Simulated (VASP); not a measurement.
Given:

```
CELL_PARAMETERS angstrom
      0.00000     2.71550     2.71550
      2.71550     0.00000     2.71550
      2.71550     2.71550     0.00000
ATOMIC_POSITIONS crystal
  Si 0.00000 0.00000 0.00000
  Si 0.25000 0.25000 0.25000
```

Level of theory: PBE GGA, VASP's PBE PAW potentials (set 64) (plane waves; VASP 6.6.1). Numerical set-up: 400 eV cut-off, 8×8×8 Γ-centred mesh, Gaussian smearing of 0.050 eV, potentials Si.

Energy and stress use the plane-wave basis of the starting cell.

Task: The ions, cell shape and volume are relaxed. Give the cell that the relaxation ends in.

Result: 
```
CELL_PARAMETERS angstrom
      0.00000     2.73421     2.73421
      2.73421     0.00000     2.73421
      2.73421     2.73421     0.00000
ATOMIC_POSITIONS crystal
  Si 0.00000 0.00000 0.00000
  Si 0.25000 0.25000 0.25000
```
Space group Fd-3m (227), at a tolerance of 0.03 Å.

Task: How do energy and volume change from the first to the last step?

Result: The energy (σ→0) changes by -2.5 meV/atom and the volume by +2.1 %, in 3 ionic steps.

```tsv
step	E(σ→0) (eV)	max force (eV/Å)	pressure (GPa)	volume (Å³)
1	-10.8408	0.000	1.93	40.05
2	-10.8435	0.000	-1.21	41.46
3	-10.8458	0.000	0.01	40.88
```

The compound is Si in the diamond structure. This run relaxes it. Symmetry was kept, so distortions that lower it aren't found.
